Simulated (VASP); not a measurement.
Calculation: PBE GGA, VASP's PBE PAW potentials (set 64) (plane waves; VASP).

Input for VASP

**KPOINTS**
```
Automatic mesh
0
Gamma
9 9 9
0 0 0
```

**POSCAR**
```
GaN
1
    0.0000000000     2.2737042725     2.2737042725
    2.2737042725    -0.0000000000     2.2737042725
    2.2737042725     2.2737042725     0.0000000000
Ga N
1 1
Direct
  0.0000000000   0.0000000000   0.0000000000
  0.2500000000   0.2500000000   0.2500000000
```

INCAR:
```
ALGO  =  Normal
EDIFF  =  1E-6
EDIFFG  =  -0.01
ENCUT  =  520
GGA  =  PE
IBRION  =  2
ISIF  =  3
ISMEAR  =  0
LASPH  =  .True.
LCHARG  =  .False.
LMAXMIX  =  4
LREAL  =  .False.
LWAVE  =  .False.
NELM  =  100
NSW  =  60
PREC  =  Accurate
SIGMA  =  0.05
SYSTEM  =  GaN
```

POTCAR, in this order: Ga_d N (PBE.64 set). Program: vasp_std.

What VASP printed:

OSZICAR:
```
       N       E                     dE             d eps       ncg     rms          rms(c)
DAV:   1     0.918196739009E+02    0.91820E+02   -0.99474E+03   960   0.250E+03
DAV:   2    -0.648623484832E+01   -0.98306E+02   -0.92297E+02  1055   0.370E+02
DAV:   3    -0.139842028950E+02   -0.74980E+01   -0.74516E+01  1025   0.918E+01
DAV:   4    -0.141102484350E+02   -0.12605E+00   -0.12597E+00  1090   0.128E+01
DAV:   5    -0.141122141874E+02   -0.19658E-02   -0.19657E-02   990   0.139E+00    0.763E+00
DAV:   6    -0.121530037411E+02    0.19592E+01   -0.59795E+00  1390   0.478E+01    0.268E+00
DAV:   7    -0.121621390978E+02   -0.91354E-02   -0.34242E-01   915   0.816E+00    0.177E+00
DAV:   8    -0.121586951072E+02    0.34440E-02   -0.75504E-02  1033   0.435E+00    0.843E-01
DAV:   9    -0.121530936154E+02    0.56015E-02   -0.21821E-02  1362   0.363E+00    0.206E-01
DAV:  10    -0.121534788096E+02   -0.38519E-03   -0.17780E-03  1050   0.665E-01    0.879E-02
DAV:  11    -0.121533917137E+02    0.87096E-04   -0.33959E-04  1365   0.352E-01    0.101E-02
DAV:  12    -0.121533976086E+02   -0.58949E-05   -0.32197E-05   980   0.749E-02    0.852E-03
DAV:  13    -0.121533973778E+02    0.23078E-06   -0.16239E-06   882   0.123E-02
   1 F= -.12153397E+02 E0= -.12153397E+02  d E =-.121534E+02
       N       E                     dE             d eps       ncg     rms          rms(c)
DAV:   1    -0.121540514758E+02   -0.65387E-03   -0.87970E-03  1065   0.263E+00    0.155E-01
DAV:   2    -0.121535469843E+02    0.50449E-03   -0.82926E-04  1110   0.960E-01    0.698E-02
DAV:   3    -0.121534211682E+02    0.12582E-03   -0.15152E-04  1115   0.478E-01    0.169E-02
DAV:   4    -0.121534048534E+02    0.16315E-04   -0.18884E-05  1197   0.654E-02    0.169E-03
DAV:   5    -0.121534046155E+02    0.23796E-06   -0.60722E-07   478   0.109E-02
   2 F= -.12153405E+02 E0= -.12153405E+02  d E =-.723767E-05
       N       E                     dE             d eps       ncg     rms          rms(c)
DAV:   1    -0.121535261378E+02   -0.12128E-03   -0.15274E-03  1070   0.109E+00    0.645E-02
DAV:   2    -0.121534380551E+02    0.88083E-04   -0.14595E-04  1115   0.403E-01    0.290E-02
DAV:   3    -0.121534170646E+02    0.20990E-04   -0.26108E-05  1110   0.198E-01    0.716E-03
DAV:   4    -0.121534146922E+02    0.23724E-05   -0.29951E-06   840   0.271E-02    0.683E-04
DAV:   5    -0.121534147376E+02   -0.45452E-07   -0.29823E-07   460   0.741E-03
   3 F= -.12153415E+02 E0= -.12153415E+02  d E =-.173598E-04
```

### OUTCAR
```
------------------------ aborting loop because EDIFF is reached ----------------------------------------
  FORCE on cell =-STRESS in cart. coord.  units (eV):
  Direction    XX          YY          ZZ          XY          YZ          ZX
  --------------------------------------------------------------------------------------
  Total        0.0001681      0.0001681      0.0001681      0.0000000      0.0000000      0.0000000
  in kB        0.0114396      0.0114396      0.0114396      0.0000000      0.0000000      0.0000000
  external PRESSURE =       0.0114396 kB  Pullay stress =       0.0000000 kB
  volume of cell :       23.54
      direct lattice vectors                 reciprocal lattice vectors
     0.000000000  2.274624214  2.274624214    -0.219816529  0.219816529  0.219816529
     2.274624214  0.000000000  2.274624214     0.219816529 -0.219816529  0.219816529
     2.274624214  2.274624214 -0.000000000     0.219816529  0.219816529 -0.219816529
  FREE ENERGIE OF THE ION-ELECTRON SYSTEM (eV)
  ---------------------------------------------------
  free  energy   TOTEN  =       -12.1534147376 eV

  energy  without entropy=      -12.1534147376  energy(sigma->0) =      -12.15341474

 reached required accuracy - stopping structural energy minimisation
```
(Selected blocks of OUTCAR.)

CONTCAR:
```
GaN
   1.00000000000000
     0.0000000000000000    2.2746242136848052    2.2746242136848052
     2.2746242136848052    0.0000000000000000    2.2746242136848052
     2.2746242136848052    2.2746242136848052   -0.0000000000000000
  Ga              N
     1     1
Direct
     0.0000000000000000    0.0000000000000000    0.0000000000000000
     0.2500000000000000    0.2500000000000000    0.2500000000000000
```

The structure was generated: GaN was put into the zinc blende type (F-43m), which need not be its known phase. This run relaxes it. Symmetry was kept, so distortions that lower it aren't found. The start is the result of an earlier pass.
